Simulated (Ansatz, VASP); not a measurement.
One calculation of NaLiICl, two programs

INCAR

```
SYSTEM = NaLiICl
PREC = Accurate
ENCUT = 520
EDIFF = 1E-7
ISMEAR = 0
SIGMA = 0.05
LREAL = .False.
LASPH = .True.
NELM = 80
ALGO = Normal
ISIF = 2
LWAVE = .False.
LCHARG = .False.
GGA = CA
NBANDS = 20
```

KPOINTS

```
Automatic mesh
0
Gamma
  6 6 4
  0 0 0
```

The input POSCAR:

```
NaLiICl
1.0
    4.0916360000      0.0000000000      0.0000000000
    0.0000000000      4.0916360000      0.0000000000
    0.0000000000      0.0000000000      6.7125715200
Na Li I Cl
1 1 1 1
Direct
    0.5000000000      0.5000000000      0.5000000000
    0.0000000000      0.0000000000      0.0000000000
    0.5000000000      0.5000000000      0.0000000000
    0.0000000000      0.0000000000      0.5000000000
```

Input for Ansatz:

```yaml
crystal:
  lattice:
    - [4.091636, 0.0, 0.0]
    - [0.0, 4.091636, 0.0]
    - [0.0, 0.0, 6.71257152]
  atoms:
    - { symbol: Na, position: [0.5, 0.5, 0.5] }
    - { symbol: Li, position: [0.0, 0.0, 0.0] }
    - { symbol: I, position: [0.5, 0.5, 0.0] }
    - { symbol: Cl, position: [0.0, 0.0, 0.5] }
basis:
  ecutwfc: 420
kpoints:
  mp_grid: { grid: [6, 6, 4] }
hamiltonian:
  xc: lda
scf:
  occupations: { method: gaussian, width: 0.05 }
output:
  forces: true
  stress: true
  eigenvalues: true
```

Change from the starting cell: strain +0.000 along x and y, +0.080 along z, atoms carried along.

Alike in both runs: task single point; functional LDA; k mesh 6 × 6 × 4; occupations gaussian, width 0.05 eV; no spin polarisation.

```csv
,VASP,Ansatz
version,VASP 6.6.1,Ansatz 0.2.0
potentials or method,"VASP PAW LDA potentials, release 64 (Na_pv, Li_sv, I, Cl)","scalar-relativistic, plane waves, PAW"
plane-wave cutoff (eV),520,420
valence electrons in the cell,24,36
```

```csv
,VASP,Ansatz,Ansatz less VASP
gap on the k mesh at the Fermi level (eV),3.59,3.58,-0.008
least direct gap on the mesh (eV),3.96,3.95,-0.010
```

The two sets of potentials don't hold the same shells in valence.

Caveats: spin-orbit coupling is left out, which moves the levels of the heavy elements. A k mesh can miss the band edges.
